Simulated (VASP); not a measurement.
Data:

```yaml
crystal:
  lattice:
    - [3.43156, 0.00000, 0.00000]
    - [0.00000, 3.43156, 0.00000]
    - [0.00000, 0.00000, 3.43156]
  atoms:
    - { symbol: Si, position: [0.00000, 0.00000, 0.00000] }
    - { symbol: Ni, position: [0.00000, 0.50000, 0.50000] }
    - { symbol: Ni, position: [0.50000, 0.00000, 0.50000] }
    - { symbol: Ni, position: [0.50000, 0.50000, 0.00000] }
```

These are PBE GGA with D3 dispersion (zero damping), VASP's PBE PAW potentials (set 64) (plane waves; VASP) values and carry that method's errors. Numerical set-up: 520 eV cut-off, 9×9×9 Γ-centred mesh, first-order Methfessel-Paxton smearing of 0.10 eV, potentials Si Ni.

Q: What does the run give for the energy per atom (σ→0), pressure, band gap (on the k-mesh) with the smallest direct gap where there is one?

A: 
```json
{
 "band gap (on the k-mesh)": "none (metal, semimetal or under 0.01 eV)",
 "energy per atom (σ→0)": "-6.321 eV/atom",
 "pressure": "7.19 GPa"
}
```

Only differences to runs with the same potentials and settings are physical.

The compound is Ni3Si in the L1_2 structure. This cell is one point of a volume scan, at 0.97 of the reference volume. The run is not spin-polarised, so no magnetic state was tried.
